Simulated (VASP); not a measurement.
OSZICAR of a VASP run on MgC$_{62}$:

File OSZICAR:
```
       N       E                     dE             d eps       ncg     rms          rms(c)
DAV:   1    -0.643504472810E+03   -0.64350E+03   -0.82385E+00   632   0.798E+00    0.396E+00
DAV:   2    -0.643535634237E+03   -0.31161E-01   -0.16087E-01   712   0.964E-01    0.240E+00
DAV:   3    -0.643519719420E+03    0.15915E-01   -0.22328E-02   728   0.388E-01    0.131E+00
DAV:   4    -0.643515068036E+03    0.46514E-02   -0.61201E-03   712   0.205E-01    0.690E-01
DAV:   5    -0.643513716592E+03    0.13514E-02   -0.11471E-03   716   0.905E-02    0.373E-01
DAV:   6    -0.643513297045E+03    0.41955E-03   -0.25342E-04   692   0.442E-02    0.203E-01
DAV:   7    -0.643513170820E+03    0.12623E-03   -0.71993E-05   692   0.243E-02    0.110E-01
DAV:   8    -0.643513133151E+03    0.37669E-04   -0.17677E-05   426   0.128E-02    0.614E-02
DAV:   9    -0.643513122346E+03    0.10805E-04   -0.73207E-06   420   0.901E-03    0.326E-02
DAV:  10    -0.643513119605E+03    0.27417E-05   -0.18852E-06   418   0.441E-03
   1 F= -.64351312E+03 E0= -.64351312E+03  d E =-.675799E-14  mag=     2.0000
```

Task: Which electronic solver shows in the log?

Result: It is blocked Davidson (ALGO = Normal, or the opening steps of other solvers). The INCAR had ALGO = Normal.

Task: How was spin treated?

Result: Collinear spin (ISPIN = 2): the summary line carries one mag value, 2.00 μB in the cell.

Task: Can the final energy be trusted as converged?

Result: The calculation finished and met its thresholds. It stopped with EDIFF = 1E-5, NELM = 50 (HSE06 screened hybrid, plane waves, VASP's PBE PAW potentials (set 64)).  The supercell is sampled at Γ alone, which is coarse: total energies, pressure and levels can be off, energies of defects by several tenths of an eV.

The cell is a supercell with a defect, built from C (diamond): Mg_C-vac_C. The cell's shape comes from a PBE relaxation. The total moment is imposed (NUPDOWN), so this need not be the lowest spin state.
